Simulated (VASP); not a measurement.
# ZnS (relaxed from the litharge structure, space group P4/nmm): computed properties

The numbers are results of r2SCAN meta-GGA, VASP's PBE PAW potentials (set 64) (plane waves; VASP), not measurements.

```
Property                                                                         Value
----------------------------------  --------------------------------------------------
space group                                                               P4/nmm (129)
cell                                a = b = 4.7463 Å, c = 4.2560 Å, α = β = γ = 90.00°
volume per atom                                                          23.97 Å³/atom
band gap (over mesh and band path)            none (metal, semimetal or under 0.01 eV)
density                                                                     3.38 g/cm³
```

ZnS is modelled in the tetragonal space group P4/nmm, origin choice 1 (No. 129), Pearson symbol tP4. Cell: a = b = 4.7463 Å, c = 4.2560 Å, α = β = γ = 90.00°. Zn on 2c is surrounded by 4 S at 2.385 Å (square planar). S on 2a sees 4 Zn at 2.385 Å (square planar). (Neighbours: up to the widest gap in distance over summed covalent radii, below 1.35, at either atom; cation-cation and far metal-metal contacts left out.)

The structure was generated: ZnS was put into the litharge type (P4/nmm), which need not be its known phase. It was relaxed first, which changed the volume by +24 %. Symmetry was kept, so distortions that lower it aren't found.
